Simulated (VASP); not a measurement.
Level of theory: LDA (Ceperley-Alder, Perdew-Zunger), VASP's LDA PAW potentials (set 64) (plane waves; VASP).

The input files of a VASP run:

### KPOINTS
```
Automatic mesh
0
Gamma
7 7 7
0 0 0
```

**INCAR**
```
SYSTEM = YGe
PREC = Accurate
ENCUT = 400
EDIFF = 1E-6
NELM = 100
ALGO = Normal
LREAL = .FALSE.
LASPH = .TRUE.
ISMEAR = 1
SIGMA = 0.1
LMAXMIX = 4
LWAVE = .FALSE.
LCHARG = .FALSE.
IBRION = 2
ISIF = 3
NSW = 60
EDIFFG = -0.02
```

File POSCAR:
```
YGe
1
    2.0962583069    -5.2539442329     0.0000000000
    2.0962583069     5.2539442329    -0.0000000000
    0.0000000000     0.0000000000     3.8881973477
Y Ge
2 2
Direct
  0.1383257387   0.8616742613   0.2500000000
  0.8616742613   0.1383257387   0.7500000000
  0.4155278377   0.5844721623   0.2500000000
  0.5844721623   0.4155278377   0.7500000000
```

POTCAR, in this order: Y_sv Ge_d (LDA.64 set). Program: vasp_std.

The run wrote:

### OSZICAR
```
       N       E                     dE             d eps       ncg     rms          rms(c)
DAV:   1     0.408812668869E+03    0.40881E+03   -0.21748E+04  4446   0.307E+03
DAV:   2     0.365847216464E+02   -0.37223E+03   -0.36299E+03  3858   0.714E+02
DAV:   3    -0.237905520079E+02   -0.60375E+02   -0.59312E+02  4590   0.180E+02
DAV:   4    -0.293565007217E+02   -0.55659E+01   -0.55349E+01  6444   0.477E+01
DAV:   5    -0.295071276884E+02   -0.15063E+00   -0.15060E+00  5166   0.778E+00    0.433E+01
DAV:   6    -0.284172692724E+02    0.10899E+01   -0.24305E+00  6060   0.760E+00    0.288E+01
DAV:   7    -0.283123261664E+02    0.10494E+00   -0.21193E+00  6046   0.827E+00    0.415E+00
DAV:   8    -0.282622124909E+02    0.50114E-01   -0.60661E-01  5232   0.534E+00    0.123E+00
DAV:   9    -0.282612059740E+02    0.10065E-02   -0.29827E-02  5634   0.172E+00    0.330E-01
DAV:  10    -0.282610447981E+02    0.16118E-03   -0.23603E-03  5766   0.393E-01    0.153E-01
DAV:  11    -0.282610149944E+02    0.29804E-04   -0.28046E-04  6142   0.183E-01    0.458E-02
DAV:  12    -0.282610145726E+02    0.42179E-06   -0.35348E-05  5286   0.441E-02    0.116E-02
DAV:  13    -0.282610136172E+02    0.95537E-06   -0.44970E-06  4092   0.175E-02
   1 F= -.28261014E+02 E0= -.28260808E+02  d E =-.282610E+02
       N       E                     dE             d eps       ncg     rms          rms(c)
DAV:   1    -0.282622369349E+02   -0.12224E-02   -0.52793E-02  3954   0.163E+00    0.266E-01
DAV:   2    -0.282615553802E+02    0.68155E-03   -0.25863E-03  5034   0.618E-01    0.129E-01
DAV:   3    -0.282611855117E+02    0.36987E-03   -0.64522E-04  5064   0.274E-01    0.303E-02
DAV:   4    -0.282611887232E+02   -0.32115E-05   -0.16285E-04  4556   0.960E-02    0.156E-02
DAV:   5    -0.282611886274E+02    0.95786E-07   -0.65938E-06  4800   0.193E-02
   2 F= -.28261189E+02 E0= -.28261021E+02  d E =-.175010E-03
```

OUTCAR:
```
------------------------ aborting loop because EDIFF is reached ----------------------------------------
  FORCE on cell =-STRESS in cart. coord.  units (eV):
  Direction    XX          YY          ZZ          XY          YZ          ZX
  --------------------------------------------------------------------------------------
  Total       -0.0229440     -0.0323864     -0.0606256      0.0000000     -0.0000000      0.0000000
  in kB       -0.4292036     -0.6058384     -1.1340970      0.0000000     -0.0000000      0.0000000
  external PRESSURE =      -0.7230463 kB  Pullay stress =       0.0000000 kB
  volume of cell :       85.65
      direct lattice vectors                 reciprocal lattice vectors
     2.097996868 -5.247005875 -0.000000000     0.238322567 -0.095292441 -0.000000000
     2.097996868  5.247005875  0.000000000     0.238322567  0.095292441  0.000000000
     0.000000000 -0.000000000  3.890180556     0.000000000 -0.000000000  0.257057477
 POSITION                                       TOTAL-FORCE (eV/Angst)
 -----------------------------------------------------------------------------------
      2.09800      3.79476      0.97255         0.000000      0.002685      0.000000
      2.09800     -3.79476      2.91764         0.000000     -0.002685     -0.000000
      2.09800      0.88791      0.97255         0.000000      0.014598      0.000000
      2.09800     -0.88791      2.91764         0.000000     -0.014598     -0.000000
 -----------------------------------------------------------------------------------
    total drift:                               -0.000000      0.000000      0.000000
  FREE ENERGIE OF THE ION-ELECTRON SYSTEM (eV)
  ---------------------------------------------------
  free  energy   TOTEN  =       -28.2611886274 eV

  energy  without entropy=      -28.2606855166  energy(sigma->0) =      -28.26102092

 reached required accuracy - stopping structural energy minimisation
```
(Selected blocks of OUTCAR.)

### CONTCAR
```
YGe
   1.00000000000000
     2.0979968679259957   -5.2470058746199806   -0.0000000000000000
     2.0979968679259957    5.2470058746199806    0.0000000000000000
     0.0000000000000000   -0.0000000000000000    3.8901805555342879
  Y               Ge
     2     2
Direct
     0.1383879993146110    0.8616120006853890    0.2500000000000000
     0.8616120006853890    0.1383879993146110    0.7500000000000000
     0.4153890732453386    0.5846109267546614    0.2500000000000000
     0.5846109267546614    0.4153890732453386    0.7500000000000000
```

The structure comes from a computed database's YGe entry (Cmcm); how it stands against other phases isn't given here. This run relaxes it. Symmetry was kept, so distortions that lower it aren't found. The start is the result of an earlier pass.
